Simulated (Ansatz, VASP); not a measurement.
**AlB2C2 in VASP and in Ansatz**

File INCAR:

```
SYSTEM = AlB2C2
  PREC = Accurate
  ENCUT = 600
  EDIFF = 1E-7
  ISMEAR = 0
  SIGMA = 0.1
  LREAL = .False.
  LASPH = .True.
  NELM = 100
  ALGO = Normal
  ISIF = 3
  LWAVE = .False.
  LCHARG = .False.
  GGA = PE
  IBRION = 2
  NSW = 90
  EDIFFG = -0.04
```

KPOINTS

```
regular mesh
0
Gamma
  6 6 6
  0 0 0
```

The input POSCAR:

```
AlB2C2
1.0
    5.3827268008      0.0000000000      0.0000000000
   -2.6913634004      4.6615781511      0.0000000000
    0.0000000000      0.0000000000      2.8005235953
Al B C
1 2 2
Direct
    0.0000000000      0.0000000000      0.5000000000
    0.3333333333      0.6666666667      0.5000000000
    0.6666666667      0.3333333333      0.5000000000
    0.3333333333      0.6666666667      0.0000000000
    0.6666666667      0.3333333333      0.0000000000
```

Input for Ansatz:

```yaml
crystal:
  lattice:
    - [5.3827268008, 0.0, 0.0]
    - [-2.6913634004, 4.6615781511, 0.0]
    - [0.0, 0.0, 2.8005235953]
  atoms:
    - { symbol: Al, position: [0.0, 0.0, 0.5] }
    - { symbol: B, position: [0.3333333333, 0.6666666667, 0.5] }
    - { symbol: B, position: [0.6666666667, 0.3333333333, 0.5] }
    - { symbol: C, position: [0.3333333333, 0.6666666667, 0.0] }
    - { symbol: C, position: [0.6666666667, 0.3333333333, 0.0] }
basis:
  ecutwfc: 420
kpoints:
  mp_grid: { grid: [6, 6, 6] }
hamiltonian:
  xc: pbe
scf:
  occupations: { method: gaussian, width: 0.1 }
  lower_state_search: "off"
output:
  forces: true
  stress: true
  eigenvalues: true
relax:
  adjacent_minimum: "off"
  f_tol: 0.04
  max_steps: 70
  cell: { stress_tol: 0.4 }
```

Alike in both runs: task relaxation of cell and atoms; functional PBE; k mesh 6 × 6 × 6; occupations gaussian, width 0.1 eV; no spin polarisation.

```csv
,VASP,Ansatz
version,VASP 6.6.1,Ansatz 0.2.0
potentials or method,"VASP PAW PBE potentials, release 64 (Al, B, C)","scalar-relativistic, plane waves, PAW"
plane-wave cutoff (eV),600,420
valence electrons in the cell,17,17
```

Ansatz gave:

* gap on the k mesh at the Fermi level, each at its own relaxed structure (eV): none
* relaxed volume (Å³/atom): 13.29
* relaxed cell length with the largest relative difference (Å): 2.806
* energy change over the relaxation (meV/atom): -3

**Question.** Estimate VASP's values.

**Answer.** gap on the k mesh at the Fermi level, each at its own relaxed structure (eV): none; relaxed volume (Å³/atom): 13.27; relaxed cell length with the largest relative difference (Å): 2.804; energy change over the relaxation (meV/atom): -4.

A gap of «none» marks a metal or a gap that the smearing closes.

Caveats: the k mesh is coarse (spacing up to 0.37 Å⁻¹), so the values aren't converged.
